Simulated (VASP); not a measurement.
The input files of a VASP run:

**KPOINTS**
```
Automatic mesh
0
Gamma
6 6 3
0 0 0
```

INCAR:
```
SYSTEM = InP
PREC = Accurate; ENCUT = 400; LREAL = F
LASPH = T
EDIFF = 1E-6; NELM = 100; ALGO = Normal
LMAXMIX = 4
ISMEAR = 0; SIGMA = 0.05
GGA = PE
LWAVE = F; LCHARG = T
```

**POSCAR**
```
InP
1
    4.2038424326     0.0000000000     0.0000000000
   -2.1019212163     3.6406341906     0.0000000000
    0.0000000000    -0.0000000000     6.9007076086
In P
2 2
Direct
  0.6666670000   0.3333330000   0.5000634712
  0.3333330000   0.6666670000   0.0000634712
  0.6666670000   0.3333330000   0.8749365288
  0.3333330000   0.6666670000   0.3749365288
```

POTCAR, in this order: In_d P (PBE.64 set). Program: vasp_std.

Question: Write an equivalent input for Quantum ESPRESSO's pw.x.

Answer: One equivalent input (not run):
```
&CONTROL
  calculation = 'scf'
  pseudo_dir = './pseudo'
  outdir = './out'
  tprnfor = .true.
  tstress = .true.
/
&SYSTEM
  ibrav = 0
  nat = 4
  ntyp = 2
  ecutwfc = 70
  occupations = 'smearing'
  smearing = 'gaussian'
  degauss = 0.003675
  input_dft = 'pbe'
/
&ELECTRONS
  conv_thr = 7.3e-08
  electron_maxstep = 100
/
ATOMIC_SPECIES
  In 114.818 In.upf
  P 30.974 P.upf
CELL_PARAMETERS angstrom
     4.2038424    0.0000000    0.0000000
    -2.1019212    3.6406342    0.0000000
     0.0000000   -0.0000000    6.9007076
ATOMIC_POSITIONS crystal
  In   0.6666670  0.3333330  0.5000635
  In   0.3333330  0.6666670  0.0000635
  P    0.6666670  0.3333330  0.8749365
  P    0.3333330  0.6666670  0.3749365
K_POINTS automatic
  6 6 3 0 0 0
```
Limits of the translation: the potentials are each code's own (VASP's PAW set, PseudoDojo norm-conserving files in pw.x), so ENCUT and ecutwfc are chosen apart and not converted; conv_thr bounds pw.x's estimated SCF error, while EDIFF bounds the energy change between steps.

The structure comes from a computed database's InP entry (P6_3mc); how it stands against other phases isn't given here. It was relaxed first.
